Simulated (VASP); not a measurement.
Computed with PBEsol GGA, VASP's PBE PAW potentials (set 64) (plane waves; VASP).

VASP ran on this input.

File KPOINTS:
```
Automatic mesh
0
Gamma
10 10 1
0 0 0
```

**INCAR**
```
! general
SYSTEM   =  Ag(100) slab
PREC     =  Normal
ENCUT    =  400
LREAL    =  .False.   ! projection in real space or not
LASPH    =  .True.   ! aspherical one-centre terms

! electronic loop
EDIFF    =  1E-5
NELM     =  100   ! most electronic steps
NELMIN   =  4
ALGO     =  Normal   ! blocked Davidson
LMAXMIX  =  4   ! l cut-off of mixed one-centre charges

! smearing
ISMEAR   =  1
SIGMA    =  0.1   ! width (eV)

! functional
GGA      =  PS

! ions
IBRION   =  2   ! conjugate gradients
NSW      =  50   ! most ionic steps
ISIF     =  2   ! forces and stress, cell fixed
EDIFFG   =  -0.03

! output
LWAVE    =  .True.
LCHARG   =  .False.

! other
LDIPOL   =  .True.
IDIPOL   =  3
DIPOL    =  0.5 0.5 0.5
```

File POSCAR:
```
Ag(100) slab
1.0
  2.8643846789   0.0000000000   0.0000000000
  0.0000000000   2.8643846789   0.0000000000
  0.0000000000   0.0000000000  27.0089766913
Ag
6
Cartesian
  0.0000000000   1.4321923395   8.4409264225
  1.4321923395   0.0000000000  10.4663565936
  0.0000000000   1.4321923395  12.4917867646
  1.4321923395   0.0000000000  14.5171899267
  0.0000000000   1.4321923395  16.5426200977
  1.4321923395   0.0000000000  18.5680502688
```

POTCAR, in this order: Ag (PBE.64 set). Program: vasp_std.

Question: What does the run give for the energy per atom (σ→0), band gap (on the k-mesh)?

Answer: 
```
Item                                                         Value
------------------------  ----------------------------------------
energy per atom (σ→0)                               -3.112 eV/atom
band gap (on the k-mesh)  none (metal, semimetal or under 0.01 eV)
```

OSZICAR:
```
...
DAV:   4    -0.186702482484E+02    0.12953E-07   -0.99407E-07   910   0.942E-03
   4 F= -.18670248E+02 E0= -.18670905E+02  d E =-.743662E-02
       N       E                     dE             d eps       ncg     rms          rms(c)
DAV:   1    -0.186705500243E+02   -0.30176E-03   -0.27205E-01  1638   0.240E+00    0.433E-02
DAV:   2    -0.186706936146E+02   -0.14359E-03   -0.14930E-03  1758   0.284E-01    0.289E-02
DAV:   3    -0.186706878651E+02    0.57495E-05   -0.37356E-05  1414   0.572E-02    0.170E-02
DAV:   4    -0.186706866110E+02    0.12541E-05   -0.14557E-05  1022   0.341E-02
   5 F= -.18670687E+02 E0= -.18671332E+02  d E =-.438363E-03
```

The cell is a thin slab with vacuum, built from Ag (fcc): (100) face.
